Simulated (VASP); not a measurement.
All values below come from PBE GGA, VASP's PBE PAW potentials (set 64) (plane waves; VASP 6.6.1).

VASP ran on this input.

### POSCAR
```
GdN
2.53980
  0.0000000000   1.0000000000   1.0000000000
  1.0000000000   0.0000000000   1.0000000000
  1.0000000000   1.0000000000   0.0000000000
Gd N
1 1
Cart
  0.0000000000   0.0000000000   0.0000000000
  1.0000000000   1.0000000000   1.0000000000
```

**KPOINTS**
```
Automatic mesh
0
Gamma
7 7 7
0 0 0
```

### INCAR
```
# general
SYSTEM =GdN
PREC   =Accurate
ENCUT  =520   # plane-wave cut-off (eV)
LREAL  =.FALSE.
LASPH  =.TRUE.

# electronic loop
EDIFF  =1E-6
NELM   =100
ALGO   =Normal   # blocked Davidson
LMAXMIX=6

# smearing
ISMEAR =0   # Gaussian
SIGMA  =0.05

# functional
GGA    =PE

# ions
ISIF   =2   # forces and stress, cell fixed

# output
LWAVE  =.FALSE.
LCHARG =.FALSE.
```

POTCAR, in this order: Gd_3 N (PBE.64 set). Program: vasp_std.

The 4f electrons are frozen in the core of the lanthanide potential, so 4f levels, which can set the real gap, and their magnetism are missing.

Task: Predict the energy per atom (σ→0), pressure.

Result: 
The energy per atom (σ→0) is -8.056 eV/atom and the pressure is -8.00 GPa.

### OSZICAR
```
...
DAV:   7    -0.161152049447E+02    0.23733E+00   -0.15582E+00   494   0.805E+00    0.157E+01
DAV:   8    -0.161165136730E+02   -0.13087E-02   -0.14295E-01   485   0.403E+00    0.634E+00
DAV:   9    -0.161107812497E+02    0.57324E-02   -0.13982E-02   518   0.114E+00    0.745E-01
DAV:  10    -0.161111703327E+02   -0.38908E-03   -0.91993E-04   594   0.229E-01    0.535E-01
DAV:  11    -0.161111144742E+02    0.55859E-04   -0.35099E-04   532   0.122E-01    0.169E-02
DAV:  12    -0.161111152789E+02   -0.80468E-06   -0.10513E-05   570   0.295E-02    0.167E-02
DAV:  13    -0.161111155866E+02   -0.30767E-06   -0.16525E-06   464   0.114E-02
   1 F= -.16111116E+02 E0= -.16111098E+02  d E =-.343626E-04
```

The compound is GdN in the rock salt structure. The cell was not relaxed at this level.
